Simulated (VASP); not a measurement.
# A VASP study of Ni2SeS (AM05): structure first, properties next, part 2 of 5

Aim: relax Ni2SeS, then compute properties on the relaxed cell. The cell is invented: it takes the structure of a Materials Project entry for Mg2SeS (space group 115 there), with some of its atoms replaced by other elements, volume scaled by an estimate. It may not be a known or stable phase. Left out of this account: 1 further run (bands with AM05: it shows nothing beyond the runs told).

VASP 6.6.1; AM05, spin-polarised from a ferromagnetic start; plane waves and PAW (Se, Ni, S); invented cell.

Still holding for the runs below: The k-mesh is coarse for a metal.

So far. Step 2 (Rough relaxation of the start cell): It ends with a largest force of 0.025 eV/Å and a pressure of -0.02 GPa.

## Step 3: Relaxing cell and atoms (AM05)

Properties are meant for the cell that this level of theory prefers, so cell and atoms are relaxed first (ISIF = 3) until forces and stress are small; EDIFFG sets the threshold.

Input file INCAR:

```
SYSTEM = Ni2SeS
PREC = Accurate
ENCUT = 400
EDIFF = 1E-06
NELM = 100
ISMEAR = 0
SIGMA = 0.05
LREAL = .FALSE.
ALGO = Normal
GGA = AM
NBANDS = 24
ISPIN = 2
MAGMOM = 0 1 1 0
LMAXMIX = 4
LORBIT = 11
LWAVE = .FALSE.
LCHARG = .FALSE.
KPAR = 2
IBRION = 2
NSW = 60
ISIF = 3
EDIFFG = -0.01
```

Input file POSCAR:

```
Ni2SeS
1.0
    3.6981390350      0.0000000000      0.0000000000
    0.0000000000      3.6981390350      0.0000000000
    0.0000000000      0.0000000000      4.8600920336
Se Ni S
1 2 1
Direct
    0.5000000000      0.5000000000      0.0000000000
    0.5000000000      0.0000000000      0.2803422072
    0.0000000000      0.5000000000      0.7196577928
    0.0000000000      0.0000000000      0.5000000000
```

Input file KPOINTS:

```
Automatic mesh
0
Gamma
6 6 5
0 0 0
```

The projector-augmented-wave data sets are Se, Ni and S (PBE family, release 64).

Run with:

```console
> mpirun -np 2 vasp_std
```

Log:

```text
[banner, memory and clock lines left out]
running    2 mpi-ranks, on    1 nodes
 distrk:  each k-point on    1 cores,    2 groups
 distr:  one band on    1 cores,    1 groups

 POSCAR found type information on POSCAR SeNiS
 POSCAR found :  3 types and       4 ions
 [... a notice as in an earlier step ...]

 LDA part: xc-table for (Slater+PW92), standard interpolation
 POSCAR, INCAR and KPOINTS ok, starting setup
 FFT: planning ... GRIDC
 FFT: planning ... GRID_SOFT
 FFT: planning ... GRID
 WAVECAR not read
 entering main loop
       N       E                     dE             d eps       ncg     rms          rms(c)
DAV:   1     0.190296697427E+03    0.19030E+03   -0.12360E+04  2880   0.123E+03
DAV:   2    -0.727231379977E+01   -0.19757E+03   -0.18444E+03  3024   0.277E+02
DAV:   3    -0.227451960377E+02   -0.15473E+02   -0.15076E+02  3680   0.899E+01
DAV:   4    -0.231299258117E+02   -0.38473E+00   -0.38419E+00  3272   0.149E+01
DAV:   5    -0.231417862043E+02   -0.11860E-01   -0.11857E-01  3704   0.259E+00    0.182E+01
DAV:   6    -0.255793899243E+02   -0.24376E+01   -0.36455E+01  3384   0.112E+02    0.242E+01
DAV:   7    -0.205403103973E+02    0.50391E+01   -0.12335E+01  3384   0.825E+01    0.605E+00
DAV:   8    -0.207046585246E+02   -0.16435E+00   -0.16536E+00  3704   0.985E+00    0.272E+00
DAV:   9    -0.206780555737E+02    0.26603E-01   -0.77182E-02  3912   0.423E+00    0.106E+00
DAV:  10    -0.206787397275E+02   -0.68415E-03   -0.83109E-03  3976   0.766E-01    0.546E-01
DAV:  11    -0.206792810764E+02   -0.54135E-03   -0.29144E-03  4008   0.676E-01    0.173E-01
DAV:  12    -0.206792900158E+02   -0.89394E-05   -0.96605E-04  4280   0.399E-01    0.627E-02
DAV:  13    -0.206793206311E+02   -0.30615E-04   -0.90342E-05  3424   0.790E-02    0.335E-02
DAV:  14    -0.206793226865E+02   -0.20554E-05   -0.10956E-05  4232   0.306E-02    0.212E-02
DAV:  15    -0.206793262853E+02   -0.35988E-05   -0.79220E-06  3696   0.244E-02    0.699E-03
DAV:  16    -0.206793275589E+02   -0.12737E-05   -0.13145E-06  2768   0.797E-03    0.407E-03
DAV:  17    -0.206793278532E+02   -0.29430E-06   -0.27016E-07  2048   0.518E-03
   1 F= -.20679328E+02 E0= -.20677657E+02  d E =-.206793E+02  mag=    -0.0001
 curvature:   0.00 expect dE= 0.000E+00 dE for cont linesearch  0.000E+00
 trial: gam= 0.00000 g(F)=  0.357E-06 g(S)=  0.205E-02 ort = 0.000E+00 (trialstep = 0.100E+01)
 search vector abs. value=  0.205E-02
 bond charge predicted
       N       E                     dE             d eps       ncg     rms          rms(c)
DAV:   1    -0.207017566163E+02   -0.22429E-01   -0.25767E-01  3296   0.700E+00    0.127E+00
DAV:   2    -0.207128065001E+02   -0.11050E-01   -0.22199E-01  3216   0.975E+00    0.142E+00
DAV:   3    -0.206813894269E+02    0.31417E-01   -0.77759E-02  3248   0.635E+00    0.273E-01
DAV:   4    -0.206806108388E+02    0.77859E-03   -0.60870E-03  3264   0.507E-01    0.135E-01
DAV:   5    -0.206805239296E+02    0.86909E-04   -0.19243E-04  3928   0.182E-01    0.102E-01
DAV:   6    -0.206804980452E+02    0.25884E-04   -0.74436E-05  3264   0.633E-02    0.520E-02
DAV:   7    -0.206804721394E+02    0.25906E-04   -0.32262E-05  4488   0.124E-01    0.103E-02
DAV:   8    -0.206804734250E+02   -0.12856E-05   -0.12969E-05  3464   0.232E-02    0.792E-03
DAV:   9    -0.206804730167E+02    0.40837E-06   -0.44297E-07  1792   0.739E-03
   2 F= -.20680473E+02 E0= -.20679038E+02  d E =-.114516E-02  mag=     0.0000
[...]
3 F= -.20680483E+02 E0= -.20679067E+02  d E =-.115563E-02  mag=     0.0000
[...]
4 F= -.20681586E+02 E0= -.20680345E+02  d E =-.110234E-02  mag=    -0.0000
[...]
5 F= -.20682613E+02 E0= -.20681426E+02  d E =-.212991E-02  mag=    -0.0000
[...]
6 F= -.20682722E+02 E0= -.20681537E+02  d E =-.223845E-02  mag=     0.0000
[...]
7 F= -.20682934E+02 E0= -.20681750E+02  d E =-.212231E-03  mag=     0.0000
[...]
8 F= -.20682944E+02 E0= -.20681759E+02  d E =-.222091E-03  mag=     0.0000
 curvature:  -0.34 expect dE=-0.695E-04 dE for cont linesearch -0.524E-06
 trial: gam= 0.36197 g(F)=  0.106E-03 g(S)=  0.981E-04 ort = 0.277E-04 (trialstep = 0.116E+01)
 search vector abs. value=  0.289E-03
 bond charge predicted
       N       E                     dE             d eps       ncg     rms          rms(c)
DAV:   1    -0.206834834891E+02   -0.53878E-03   -0.80060E-02  2880   0.185E+00    0.194E-01
DAV:   2    -0.206837402549E+02   -0.25677E-03   -0.51181E-03  3376   0.138E+00    0.200E-01
DAV:   3    -0.206831292741E+02    0.61098E-03   -0.17746E-03  3280   0.917E-01    0.486E-02
DAV:   4    -0.206831102752E+02    0.18999E-04   -0.19998E-04  3488   0.116E-01    0.216E-02
DAV:   5    -0.206831082761E+02    0.19991E-05   -0.76864E-06  4320   0.280E-02    0.106E-02
DAV:   6    -0.206831073700E+02    0.90609E-06   -0.15343E-06  2128   0.110E-02
   9 F= -.20683107E+02 E0= -.20681926E+02  d E =-.163340E-03  mag=    -0.0000
 trial-energy change:   -0.000163  1 .order   -0.000157   -0.000247   -0.000067
 step:   1.5030(harm=  1.5911)  dis= 0.00382  next Energy=   -20.683118 (dE=-0.174E-03)
 reached required accuracy - stopping structural energy minimisation
```

Run time: 2.8 min. Hardware: 2 MPI ranks of AMD EPYC 7R43, shared host; peak memory 0.32 GiB.

Parts of OUTCAR (step 3):

```text
  LATTYP: Found a simple tetragonal cell.
 ALAT       =     3.6981390350
 C/A-ratio  =     1.3141993818

The static configuration has the point symmetry D_2d.

 Found     30 irreducible k-points:

   k-points           NKPTS =     30   k-points in BZ     NKDIM =     30   number of bands    NBANDS=     24

   dimension x,y,z NGX =    24 NGY =   24 NGZ =   32
   dimension x,y,z NGXF=    48 NGYF=   48 NGZF=   64

   ENCUT  =  400.0 eV  29.40 Ry    5.42 a.u.   6.03  6.03  7.93*2*pi/ulx,y,z

   NELECT =      32.0000    total number of electrons

 E-fermi :   5.9067

 spin component 1
 k-point     1 :       0.0000    0.0000    0.0000
  band No.  band energies     occupation
    ...
     11       4.1676      1.00000
     12       4.1977      1.00000
     13       4.5640      1.00000
     14       4.7703      1.00000
     15       4.7703      1.00000
     16       7.8618      0.00000
     17       7.8618      0.00000
     18       7.9949      0.00000
     19       9.5485      0.00000
     20       9.7294      0.00000
    ...

 k-point     2 :       0.1667    0.0000    0.0000
  band No.  band energies     occupation
    ...
     11       4.1149      1.00000
     12       4.1354      1.00000
     13       4.3292      1.00000
     14       4.9547      1.00000
     15       5.0336      1.00000
     16       6.8576      0.00000
     17       7.4321      0.00000
     18       7.7164      0.00000
     19      10.0573      0.00000
     20      10.6495      0.00000
    ...

 k-point     3 :       0.3333    0.0000    0.0000
  band No.  band energies     occupation
    ...
     12       4.0880      1.00000
     13       4.6348      1.00000
     14       4.8343      1.00000
     15       5.6137      1.00000
     16       5.6645      1.00000
     17       6.3359      0.00000
     18       7.2405      0.00000
     19      10.7035      0.00000
     20      11.9575      0.00000
     21      13.1523      0.00000
    ...

 k-point     4 :       0.5000    0.0000    0.0000
  band No.  band energies     occupation
    ...
     12       3.9320      1.00000
     13       4.5603      1.00000
     14       4.9751      1.00000
     15       5.1404      1.00000
     16       5.7324      1.00000
     17       6.4125      0.00000
     18       6.5459      0.00000
     19      11.3920      0.00000
     20      12.0047      0.00000
     21      13.2522      0.00000
    ...

  Total       -0.0084796     -0.0084796     -0.0293011      0.0000000      0.0000000      0.0000000
  in kB       -0.2056139     -0.2056139     -0.7104943      0.0000000      0.0000000      0.0000000
  external PRESSURE =      -0.3739073 kB  Pullay stress =       0.0000000 kB

  energy-cutoff  :      400.00
  volume of cell :       66.07
      direct lattice vectors                 reciprocal lattice vectors
     3.719013510 -0.000000000  0.000000000     0.268888510  0.000000000 -0.000000000
     0.000000000  3.719013510  0.000000000    -0.000000000  0.268888510  0.000000000
     0.000000000 -0.000000000  4.777248722    -0.000000000  0.000000000  0.209325505

 POSITION                                       TOTAL-FORCE (eV/Angst)
 -----------------------------------------------------------------------------------
      1.85951      1.85951      0.00000        -0.000000     -0.000000      0.000000
      1.85951      3.71901      1.34613         0.000000     -0.000000      0.008795
      3.71901      1.85951      3.43112        -0.000000      0.000000     -0.008795
      0.00000      3.71901      2.38862        -0.000000     -0.000000      0.000000
 -----------------------------------------------------------------------------------
    total drift:                                0.000000     -0.000000     -0.000000

  FREE ENERGIE OF THE ION-ELECTRON SYSTEM (eV)
  ---------------------------------------------------
  free  energy   TOTEN  =       -20.6831073700 eV

  energy  without entropy=      -20.6807440911  energy(sigma->0) =      -20.68192573

 total charge
# of ion       s       p       d       tot
------------------------------------------
    1        1.456   2.309   0.091   3.857
    2        0.493   0.545   8.420   9.458
    3        0.493   0.545   8.420   9.458
    4        1.318   2.358   0.000   3.676
--------------------------------------------------
tot          3.761   5.757  16.931  26.449

 magnetization (x)
# of ion       s       p       d       tot
------------------------------------------
    1       -0.000   0.000  -0.000   0.000
    2       -0.000  -0.000  -0.000  -0.000
    3       -0.000  -0.000  -0.000  -0.000
    4        0.000  -0.000   0.000  -0.000
--------------------------------------------------
tot         -0.000  -0.000  -0.000  -0.000

[... 2 parts as in an earlier step ...]

[... 8 further parts left out ...]
```

CONTCAR:

```
Ni2SeS
   1.00000000000000
     3.7190135102634843   -0.0000000000000000    0.0000000000000000
     0.0000000000000000    3.7190135102634843    0.0000000000000000
     0.0000000000000000   -0.0000000000000000    4.7772487220172515
  Se              Ni              S
     1     2     1
Direct
     0.5000000000000000    0.5000000000000000    0.0000000000000000
     0.5000000000000000    1.0000000000000000    0.2817786012696372
     1.0000000000000000    0.5000000000000000    0.7182213987303627
     0.0000000000000000    1.0000000000000000    0.5000000000000000
```

The steps of the relaxation:

```tsv
step	energy less that of the first step (eV)	largest force (eV/Å)	pressure (GPa)	volume (Å³)
1	0.0000	0.0019	-0.44	66.47
2	-0.0011	0.0109	0.25	66.03
3	-0.0012	0.0121	0.30	65.99
4	-0.0023	0.0262	0.22	65.98
5	-0.0033	0.0618	0.18	65.95
6	-0.0034	0.0534	0.18	65.96
7	-0.0036	0.0294	-0.18	66.17
8	-0.0036	0.0331	-0.13	66.14
9	-0.0038	0.0088	-0.04	66.07
```

```tsv
conventional cell, symmetrised	before	after	change
a (Å)	3.698	3.719	+0.6 %
b (Å)	3.698	3.719	+0.6 %
c (Å)	4.860	4.777	-1.7 %
volume (Å³/atom)	16.62	16.52	-0.6 %
```

The relaxed structure:

```xyz
4
Lattice="3.7190 0.0000 0.0000 0.0000 3.7190 0.0000 0.0000 0.0000 4.7772" Properties=species:S:1:pos:R:3 pbc="T T T"
Se    1.8595    1.8595    0.0000
Ni    1.8595    0.0000    1.3461
Ni    0.0000    1.8595    3.4311
S     0.0000    0.0000    2.3886
```

This step gave:

* irreducible k-points: 30
* free energy (TOTEN): -20.68 eV
* energy at zero smearing: -20.68 eV
* Fermi energy: 5.907 eV
* pressure: -0.03739 GPa
* SCF cycles over all ionic steps: 68

It ends with a largest force of 0.009 eV/Å and a pressure of -0.04 GPa.

[end of part 2 of 5]

[Lines on the potential files, build, host, timing and source positions are cut from VASP's logs without a mark.]

[Logs are printed without paths, hosts, clocks, repeated set-up lines and the standing remarks that a program may print on its own settings, such as how far it seeks lower states.]

[Hosts, paths, dates, database ids (printed as entryN), source tags and the programs' standing remarks are cut or masked in the printed files.]

[A measured line is paired with the nearest computed mode of its activity, which favours agreement.]
